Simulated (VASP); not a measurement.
# Si (Fd-3m) in VASP: further runs, part 2 of 2

VASP 6.6.1. Earlier steps stand in the parts before.

## (3) Relaxation of cell and atoms, PBE, target pressure 7.75 GPa, at which the enthalpy is minimised

The input, INCAR:

```
  PREC = Accurate
  ENCUT = 600
  EDIFF = 1E-6
  ISMEAR = 0
  SIGMA = 0.02
  LREAL = F
  LASPH = T
  NELM = 100
  ALGO = Normal
  ISIF = 3
  LWAVE = F
  LCHARG = F
  GGA = PE
  IBRION = 2
  NSW = 100
  EDIFFG = -0.002
  PSTRESS = 77.5
```

The input, KPOINTS:

```
regular mesh
0
Gamma
  12 12 12
```

The input, POSCAR:

```
Si
1.0
    0.0000000000      2.6674402505      2.6674402505
    2.6674402505      0.0000000000      2.6674402505
    2.6674402505      2.6674402505      0.0000000000
Si
2
Direct
    0.7500000000      0.7500000000      0.7500000000
    0.5000000000      0.5000000000      0.5000000000
```

Potentials or basis: VASP PAW PBE potentials, release 64 (Si).

Command:

```bash
$ cat potpaw_PBE.64/Si/POTCAR > POTCAR
$ mpirun -np 1 vasp_std > vasp.out
```

OUTCAR:

```text
PREC = Accurate
   ENCUT = 600
   EDIFF = 1E-6
   ISMEAR = 0
   LREAL = F
   LASPH = T
   NELM = 100
   ISIF = 3
   GGA = PE
   IBRION = 2
   NSW = 100
   EDIFFG = -0.002
   PSTRESS = 77.5

 ion  position               nearest neighbor table
   1  0.750  0.750  0.750-   2 2.31   2 2.31   2 2.31   2 2.31
   2  0.500  0.500  0.500-   1 2.31   1 2.31   1 2.31   1 2.31

  LATTYP: Found a face centered cubic cell.
 ALAT       =     5.3348805010

  Lattice vectors:
[... 457 lines left out ...]

  FORCE on cell =-STRESS in cart. coord.  units (eV):
  Direction    XX          YY          ZZ          XY          YZ          ZX
  --------------------------------------------------------------------------------------
  -------------------------------------------------------------------------------------
  Total        1.8362142      1.8362142      1.8362142     -0.0000000      0.0000000      0.0000000
  in kB       77.5032355     77.5032355     77.5032355     -0.0000000      0.0000000      0.0000000
  external PRESSURE =       0.0032355 kB  Pullay stress =      77.5000000 kB

 VOLUME and BASIS-vectors are now :
 -----------------------------------------------------------------------------
  energy-cutoff  :      600.00
  volume of cell :       37.96
      direct lattice vectors                 reciprocal lattice vectors
     0.000000000  2.667440250  2.667440250    -0.187445623  0.187445623  0.187445623
     2.667440250  0.000000000  2.667440250     0.187445623 -0.187445623  0.187445623
     2.667440250  2.667440250  0.000000000     0.187445623  0.187445623 -0.187445623

 POSITION                                       TOTAL-FORCE (eV/Angst)
 -----------------------------------------------------------------------------------
      4.00116      4.00116      4.00116         0.000000      0.000000      0.000000
      2.66744      2.66744      2.66744        -0.000000     -0.000000     -0.000000
 -----------------------------------------------------------------------------------
    total drift:                                0.000000     -0.000000     -0.000000

  FREE ENERGIE OF THE ION-ELECTRON SYSTEM (eV)
  ---------------------------------------------------
  free  energy   TOTEN  =       -10.7835244413 eV

  energy  without entropy=      -10.7835244413  energy(sigma->0) =      -10.78352444

  enthalpy is  TOTEN    =        -8.9473868739 eV   P V=        1.8361375674

 reached required accuracy - stopping structural energy minimisation
```

CONTCAR:

```text
Si
   1.00000000000000
     0.0000000000000000    2.6674402504999999    2.6674402504999999
     2.6674402504999999    0.0000000000000000    2.6674402504999999
     2.6674402504999999    2.6674402504999999    0.0000000000000000
  Si
     2
Direct
     0.7500000000000000    0.7500000000000000    0.7500000000000000
     0.5000000000000000    0.5000000000000000    0.5000000000000000

  0.00000000E+00  0.00000000E+00  0.00000000E+00
  0.00000000E+00  0.00000000E+00  0.00000000E+00
```

Wall time 21 s (1 thread of Intel Xeon Platinum 8488C (Sapphire Rapids), shared host); peak memory 0.16 GiB.

What came out:

| Property | Result |
| --- | --- |
| Free energy | -10.7835 eV |
| Pressure after relaxing | 7.8 GPa |
| Band gap on the k mesh | 0.47 eV, indirect (least direct gap 2.59 eV) |

Final structure:
```
Si
1.0
     0.00000    2.66744    2.66744
     2.66744    0.00000    2.66744
     2.66744    2.66744    0.00000
Si
2
Cartesian
  4.0012 4.0012 4.0012
  2.6674 2.6674 2.6674
```

Caveat: the relaxation stopped at its first step, so nothing moved; the cell is relaxed towards a set pressure, so the enthalpy falls and the energy may rise. A k mesh can miss the band edges.

## (4) Single point, PBE

The input, INCAR:

```
ALGO = Normal
EDIFF = 1E-6
ENCUT = 520
GGA = PE
ISIF = 2
ISMEAR = 0
LASPH = True
LCHARG = False
LREAL = False
LWAVE = False
NBANDS = 11
NELM = 100
PREC = Accurate
SIGMA = 0.02
```

The input, KPOINTS:

```
k-points
0
Gamma
  10 10 10
```

POSCAR is that of step 3.

Command:

```bash
$ cat potpaw_PBE.64/Si/POTCAR > POTCAR
$ mpirun -np 1 vasp_std > vasp.out
```

Run time: 16 s. Hardware: 1 thread of Intel Xeon Platinum 8488C (Sapphire Rapids), shared host; peak memory 0.15 GiB.

It converged, with:

```yaml
Free_energy: -10.7828 eV
Pressure: 7.7 GPa
Band_gap_on_the_k_mesh: 0.48 eV, indirect (least direct gap 2.59 eV)
```

Levels at points of the mesh, in eV from the valence-band top:
```csv
k point,band 1,band 2,band 3,band 4,band 5,band 6,band 7,band 8
"(0.00, 0.00, 0.00)",-12.33,0.00,0.00,0.00,2.59,2.59,2.59,4.00
"(0.50, 0.00, 0.00)",-9.86,-7.23,-1.24,-1.24,1.73,3.31,3.31,7.79
"(0.50, 0.50, 0.00)",-7.99,-7.99,-2.99,-2.99,0.60,0.60,10.58,10.58
```

## (5) Relaxation of cell and atoms, PBE, target pressure 7.75 GPa, at which the enthalpy is minimised

This run uses another cell than the first one, of 19.98 Å³/atom, 1.053 times its volume.

The input, INCAR:

```
SYSTEM = Si
ALGO     = Fast           ! electronic algorithm
EDIFF    = 1E-6           ! SCF threshold, eV
EDIFFG   = -0.002         ! ionic threshold
ENCUT    = 600            ! plane-wave cutoff, eV
GGA      = PE             ! functional
IBRION   = 2              ! ionic algorithm
ISIF     = 3              ! what is computed and relaxed
ISMEAR   = 0              ! smearing method
LASPH    = .True.         ! aspherical terms in the spheres
LCHARG   = .False.        ! write CHGCAR
LREAL    = .False.        ! projectors in reciprocal space
LWAVE    = .False.        ! write WAVECAR
NELM     = 100            ! most SCF steps
NSW      = 100            ! ionic steps
PREC     = Accurate       ! precision mode
PSTRESS  = 77.5         
SIGMA    = 0.02           ! smearing width, eV
```

The input, KPOINTS:

```
k-points
0
Gamma
  10 10 10
  0 0 0
```

The input, POSCAR:

```
Si
1.0
    0.0000000000      2.7135600000      2.7135600000
    2.7135600000      0.0000000000      2.7135600000
    2.7135600000      2.7135600000      0.0000000000
Si
2
Direct
    0.7500000000      0.7500000000      0.7500000000
    0.5000000000      0.5000000000      0.5000000000
```

Command:

```bash
$ cat potpaw_PBE.64/Si/POTCAR > POTCAR
$ mpirun -np 1 vasp_std > vasp.out
```

Wall time 42 s (1 thread of Intel Xeon Platinum 8488C (Sapphire Rapids), shared host); peak memory 0.17 GiB.

Results (log left out):

* Free energy: -10.7828 eV
* Relaxed volume: 18.98 Å³/atom
* Relaxed cell: a = 3.772 Å, b = 3.772 Å, c = 3.772 Å, α = 60.00°, β = 60.00°, γ = 60.00°
* Space group after relaxing (to 0.05 Å): Fd-3m (No. 227)
* Energy change on relaxing (the enthalpy is what falls): +30.2 meV/atom
* Ionic steps: 7
* Pressure after relaxing: 7.8 GPa
* Band gap on the k mesh: 0.48 eV, indirect (least direct gap 2.59 eV)

The path:
```csv
step,energy change (eV),largest force (eV/Å),pressure (GPa),volume (Å³)
1,0.0000,0.0000,2.14,39.96
2,0.1917,0.0000,14.62,36.05
3,0.0596,0.0000,7.70,37.97
4,0.0615,0.0000,7.83,37.93
5,0.0593,0.0000,7.69,37.98
6,0.0603,0.0000,7.73,37.96
7,0.0605,0.0000,7.76,37.95
```

Final structure:
```cif
data_structure
_symmetry_space_group_name_H-M 'P 1'
_symmetry_Int_Tables_number 1
_cell_length_a 3.7722
_cell_length_b 3.7722
_cell_length_c 3.7722
_cell_angle_alpha 60.000
_cell_angle_beta 60.000
_cell_angle_gamma 60.000
_cell_volume 37.95
loop_
_atom_site_label
_atom_site_type_symbol
_atom_site_fract_x
_atom_site_fract_y
_atom_site_fract_z
_atom_site_occupancy
Si1 Si 0.75000 0.75000 0.75000 1
Si2 Si 0.50000 0.50000 0.50000 1
```

Levels at points of the mesh, in eV from the valence-band top:
```
           k point  band 1  band 2  band 3  band 4  band 5  band 6  band 7  band 8
(0.00, 0.00, 0.00)  -12.33    0.00    0.00    0.00    2.59    2.59    2.59    4.00
(0.50, 0.00, 0.00)   -9.86   -7.23   -1.24   -1.24    1.73    3.31    3.31    7.79
(0.50, 0.50, 0.00)   -7.99   -7.99   -2.99   -2.99    0.60    0.60   10.58   10.58
```

Caveat: the cell is relaxed towards a set pressure, so the enthalpy falls and the energy may rise.

## (6) Summary

| task | cell | k mesh | cutoff (eV) | target pressure | gap on the mesh (eV) | pressure (GPa) |
| --- | --- | --- | --- | --- | --- | --- |
| single point | Fd-3m, 18.98 Å³/atom | 12 × 12 × 12 | 520 | - | 0.47 | 7.7 |
| relaxation of cell and atoms | relaxed to 7.75 GPa | 12 × 12 × 12 | 600 | 7.75 GPa | 0.47 | 7.8 |
| single point | Fd-3m, 18.98 Å³/atom | 10 × 10 × 10 | 520 | - | 0.48 | 7.7 |
| relaxation of cell and atoms | relaxed to 7.75 GPa | 10 × 10 × 10 | 600 | 7.75 GPa | 0.48 | 7.8 |

Alike in all rows: level PBE; potentials or basis VASP PAW PBE potentials, release 64 (Si); no spin polarisation; smearing gaussian 0.02 eV.

Caveats: the cell is relaxed towards a set pressure, so the enthalpy falls and the energy may rise (some runs); the relaxation stopped at its first step, so nothing moved (some runs).

Total energies depend on the potentials used, so only differences within one code and one set of settings carry meaning.
